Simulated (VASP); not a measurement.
These are PBE GGA with D4 dispersion, VASP's PBE PAW potentials (set 64) (plane waves; VASP 6.6.1) values and carry that method's errors.

VASP input:

INCAR:
```
ALGO = Normal
EDIFF = 1E-7
ENCUT = 520
GGA = PE
ISIF = 2
ISMEAR = -5
IVDW = 13
LASPH = .TRUE.
LCHARG = .TRUE.
LMAXMIX = 4
LORBIT = 11
LREAL = .FALSE.
LWAVE = .FALSE.
NEDOS = 601
NELM = 100
PREC = Accurate
SYSTEM = Rh
```

**POSCAR**
```
Rh
1.8942330
  0.0000000000   0.9999999535   0.9999999535
  0.9999999535   0.0000000000   0.9999999535
  0.9999999535   0.9999999535   0.0000000000
Rh
1
direct
  0.0000000000   0.0000000000   0.0000000000
```

**KPOINTS**
```
Automatic mesh
0
Gamma
18 18 18
0 0 0
```

POTCAR, in this order: Rh_pv (PBE.64 set). Program: vasp_std.

Problem. Predict the energy per atom (σ→0), dispersion energy, band gap (on the k-mesh).

Solution. 
```yaml
energy per atom (σ→0): -8098 meV/atom
dispersion_energy: -82.4 kJ/mol
band gap (on the k-mesh): none (metal, semimetal or under 0.01 eV)
```

**OSZICAR**
```
...
DAV:   7    -0.724821442442E+01    0.18085E-01   -0.27247E-02  4836   0.213E+00    0.172E+00
DAV:   8    -0.724463440268E+01    0.35800E-02   -0.39995E-03  4458   0.101E+00    0.211E-01
DAV:   9    -0.724448475040E+01    0.14965E-03   -0.14108E-04  4965   0.197E-01    0.234E-02
DAV:  10    -0.724449004938E+01   -0.52990E-05   -0.38878E-06  4692   0.276E-02    0.320E-03
DAV:  11    -0.724448957951E+01    0.46987E-06   -0.34202E-07  4860   0.870E-03    0.929E-04
DAV:  12    -0.724448932703E+01    0.25248E-06   -0.10608E-08  2445   0.182E-03    0.135E-04
DAV:  13    -0.724448932362E+01    0.34102E-08   -0.42527E-10  2349   0.298E-04
   1 F= -.80983315E+01 E0= -.80983315E+01  d E =0.000000E+00
```

The compound is Rh in the fcc structure. It was relaxed first.
